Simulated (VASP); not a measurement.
Level of theory: LDA (Ceperley-Alder, Perdew-Zunger), VASP's LDA PAW potentials (set 64) (plane waves; VASP).

VASP input:

**KPOINTS**
```
Automatic mesh
0
Gamma
8 8 7
0 0 0
```

**INCAR**
```
NSW=40   ! most ionic steps
ALGO=Normal   ! blocked Davidson
ENCUT=620   ! plane-wave cut-off (eV)
LASPH=.True.   ! aspherical one-centre terms
LMAXMIX=4
ISMEAR=1
LREAL=.False.
SIGMA=0.1   ! width (eV)
ISIF=3   ! ions, shape and volume
EDIFF=1E-6   ! SCF stop (eV)
SYSTEM=SnO
IBRION=2   ! conjugate gradients
LCHARG=.False.
NELM=100
LWAVE=.False.
PREC=Accurate
EDIFFG=-0.02   ! ionic stop
```

**POSCAR**
```
SnO
1
    3.7700667854     0.0000000000     0.0000000000
    0.0000000000     3.7700667854    -0.0000000000
    0.0000000000     0.0000000000     4.6399606626
Sn O
2 2
Direct
  0.5000000000   0.0000000000   0.7524157756
  0.0000000000   0.5000000000   0.2475842244
  0.5000000000   0.5000000000   0.0000000000
  0.0000000000   0.0000000000   0.0000000000
```

POTCAR, in this order: Sn_d O (LDA.64 set). Program: vasp_std.

Output of the run:

### OSZICAR
```
       N       E                     dE             d eps       ncg     rms          rms(c)
DAV:   1     0.420458740197E+03    0.42046E+03   -0.22934E+04  2896   0.289E+03
DAV:   2     0.291034359463E+02   -0.39136E+03   -0.38442E+03  3088   0.627E+02
DAV:   3    -0.270802098536E+02   -0.56184E+02   -0.55628E+02  3488   0.202E+02
DAV:   4    -0.292078145456E+02   -0.21276E+01   -0.21259E+01  3248   0.434E+01
DAV:   5    -0.292702135452E+02   -0.62399E-01   -0.62390E-01  3896   0.751E+00    0.114E+01
DAV:   6    -0.258321313555E+02    0.34381E+01   -0.22770E+01  4912   0.525E+01    0.481E+00
DAV:   7    -0.257900298160E+02    0.42102E-01   -0.21519E+00  3360   0.993E+00    0.250E+00
DAV:   8    -0.257627031648E+02    0.27327E-01   -0.55835E-01  4344   0.552E+00    0.993E-01
DAV:   9    -0.257387064293E+02    0.23997E-01   -0.14871E-01  4472   0.398E+00    0.227E-01
DAV:  10    -0.257400091951E+02   -0.13028E-02   -0.14410E-02  4072   0.109E+00    0.160E-01
DAV:  11    -0.257393989065E+02    0.61029E-03   -0.31965E-03  4480   0.587E-01    0.241E-02
DAV:  12    -0.257394349688E+02   -0.36062E-04   -0.40543E-04  3040   0.126E-01    0.262E-02
DAV:  13    -0.257394330773E+02    0.18916E-05   -0.34262E-05  4496   0.754E-02    0.716E-03
DAV:  14    -0.257394328502E+02    0.22703E-06   -0.56280E-06  3640   0.306E-02
   1 F= -.25739433E+02 E0= -.25739451E+02  d E =-.257394E+02
```

File OUTCAR:
```
------------------------ aborting loop because EDIFF is reached ----------------------------------------
  FORCE on cell =-STRESS in cart. coord.  units (eV):
  Direction    XX          YY          ZZ          XY          YZ          ZX
  --------------------------------------------------------------------------------------
  Total       -0.0748748     -0.0748748     -0.0589320      0.0000000      0.0000000      0.0000000
  in kB       -1.8190047     -1.8190047     -1.4316919      0.0000000      0.0000000      0.0000000
  external PRESSURE =      -1.6899004 kB  Pullay stress =       0.0000000 kB
  volume of cell :       65.95
      direct lattice vectors                 reciprocal lattice vectors
     3.770066785  0.000000000  0.000000000     0.265247291  0.000000000  0.000000000
     0.000000000  3.770066785  0.000000000     0.000000000  0.265247291  0.000000000
     0.000000000  0.000000000  4.639960663     0.000000000  0.000000000  0.215519069
 POSITION                                       TOTAL-FORCE (eV/Angst)
 -----------------------------------------------------------------------------------
      1.88503      0.00000      3.49118         0.000000     -0.000000      0.011765
      0.00000      1.88503      1.14878        -0.000000      0.000000     -0.011765
      1.88503      1.88503      0.00000         0.000000      0.000000      0.000000
      0.00000      0.00000      0.00000         0.000000     -0.000000      0.000000
 -----------------------------------------------------------------------------------
    total drift:                                0.000000     -0.000000      0.000000
  FREE ENERGIE OF THE ION-ELECTRON SYSTEM (eV)
  ---------------------------------------------------
  free  energy   TOTEN  =       -25.7394328502 eV

  energy  without entropy=      -25.7394861090  energy(sigma->0) =      -25.73945060

 reached required accuracy - stopping structural energy minimisation
```
(Selected blocks of OUTCAR.)

The compound is SnO in the litharge structure. It was relaxed first, which changed the volume by -6 %.
